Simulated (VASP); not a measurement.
The system is Zn4SO3.

```xyz
16
Lattice="0.0000 0.0000 -5.4413 3.3964 5.8827 0.0000 3.3964 -5.8827 0.0000" Properties=species:S:1:pos:R:3 pbc="T T T"
Zn    1.6982   -0.9804   -2.7207
Zn    3.3964   -3.9218   -2.7207
Zn    3.3964    1.9609   -2.7207
Zn    5.0945   -0.9804   -2.7207
Zn    3.3964   -1.9609    0.0000
Zn    1.6982    0.9804    0.0000
Zn    5.0945    0.9804    0.0000
Zn    3.3964    3.9218    0.0000
S     3.3964   -1.9609   -3.3790
S     1.6982   -0.9804   -0.6583
O     1.6982    0.9804   -3.3790
O     5.0945    0.9804   -3.3790
O     3.3964    3.9218   -3.3790
O     3.3964   -3.9218   -0.6583
O     3.3964    1.9609   -0.6583
O     5.0945   -0.9804   -0.6583
```

The cell was built by a generator and needn't be a form met in nature.

* Program: VASP 6.6.1
* Task: relaxation of cell and atoms
* Functional: PBEsol
* Potentials or basis: VASP PAW PBE potentials, release 64 (Zn, S, O)
* Cutoff: 600 eV
* k mesh: 6 × 6 × 6
* Occupations: gaussian, width 0.03 eV
* Spin: no spin polarisation

At the start: pressure 2.4 GPa; volume 13.59 Å³/atom.

Where does the relaxation end?

Over 30 steps the energy falls by 146.7 meV/atom and the volume is 13.39 Å³/atom (-1.5 %); space group Cmc2_1 (No. 36, to 0.05 Å).

The path:
| step | energy change (eV) | largest force (eV/Å) | pressure (GPa) | volume (Å³) |
| --- | --- | --- | --- | --- |
| 1 | 0.0000 | 3.8645 | 2.42 | 217.43 |
| 2 | -1.9180 | 0.8097 | -3.82 | 223.94 |
| 3 | -1.9773 | 0.6326 | -4.74 | 225.45 |
| 4 | -2.2264 | 0.4827 | 1.63 | 212.51 |
| 5 | -2.2293 | 0.4944 | 1.04 | 213.63 |
| 6 | -2.2895 | 0.2618 | 0.46 | 214.14 |
| 7 | -2.2957 | 0.2611 | 0.24 | 214.36 |
| 8 | -2.3127 | 0.1717 | -0.33 | 215.18 |
| 9 | -2.3154 | 0.1985 | -0.66 | 215.66 |
| 10 | -2.3279 | 0.1430 | -0.01 | 214.52 |
| 11 | -2.3310 | 0.1397 | 0.55 | 213.50 |
| 12 | -2.3403 | 0.0991 | 0.17 | 214.12 |
| 13 | -2.3411 | 0.1098 | 0.02 | 214.37 |
| 14 | -2.3449 | 0.0414 | -0.16 | 214.65 |
| 15 | -2.3449 | 0.0432 | -0.16 | 214.68 |
| 16 | -2.3457 | 0.0302 | 0.12 | 214.22 |
| 17 | -2.3457 | 0.0294 | 0.12 | 214.21 |
| 18 | -2.3462 | 0.0220 | 0.03 | 214.39 |
| 19 | -2.3463 | 0.0355 | -0.05 | 214.53 |
| 20 | -2.3466 | 0.0285 | -0.07 | 214.54 |
| 21 | -2.3468 | 0.0219 | -0.08 | 214.56 |
| 22 | -2.3467 | 0.0313 | -0.11 | 214.58 |
| 23 | -2.3469 | 0.0201 | -0.09 | 214.56 |
| 24 | -2.3471 | 0.0202 | 0.08 | 214.27 |
| 25 | -2.3471 | 0.0200 | 0.08 | 214.26 |
| 26 | -2.3473 | 0.0164 | 0.02 | 214.36 |
| 27 | -2.3474 | 0.0208 | -0.02 | 214.42 |
| 28 | -2.3475 | 0.0127 | -0.04 | 214.41 |
| 29 | -2.3476 | 0.0117 | -0.05 | 214.41 |
| 30 | -2.3476 | 0.0057 | 0.06 | 214.24 |

Final structure:
```cif
data_structure
_symmetry_space_group_name_H-M 'P 1'
_symmetry_Int_Tables_number 1
_cell_length_a 5.4543
_cell_length_b 6.7787
_cell_length_c 6.7128
_cell_angle_alpha 120.325
_cell_angle_beta 90.000
_cell_angle_gamma 90.000
_cell_volume 214.24
loop_
_atom_site_label
_atom_site_type_symbol
_atom_site_fract_x
_atom_site_fract_y
_atom_site_fract_z
_atom_site_occupancy
Zn1 Zn 0.55098 0.15295 0.30590 1
Zn2 Zn 0.48093 0.14894 0.85071 1
Zn3 Zn 0.48556 0.66812 0.33624 1
Zn4 Zn 0.48093 0.70177 0.85071 1
Zn5 Zn 0.05098 0.34705 0.69410 1
Zn6 Zn 0.98093 0.35106 0.14929 1
Zn7 Zn 0.98556 0.83188 0.66376 1
Zn8 Zn 0.98093 0.79823 0.14929 1
S1 S 0.63202 0.34324 0.68648 1
S2 S 0.13202 0.15676 0.31352 1
O1 O 0.61952 0.34465 0.16697 1
O2 O 0.61451 0.83330 0.66660 1
O3 O 0.61952 0.82232 0.16697 1
O4 O 0.11952 0.15535 0.83303 1
O5 O 0.11451 0.66670 0.33340 1
O6 O 0.11952 0.67768 0.83303 1
```

Caveat: the PAW data sets were made with another functional, which shifts forces and pressure a little.
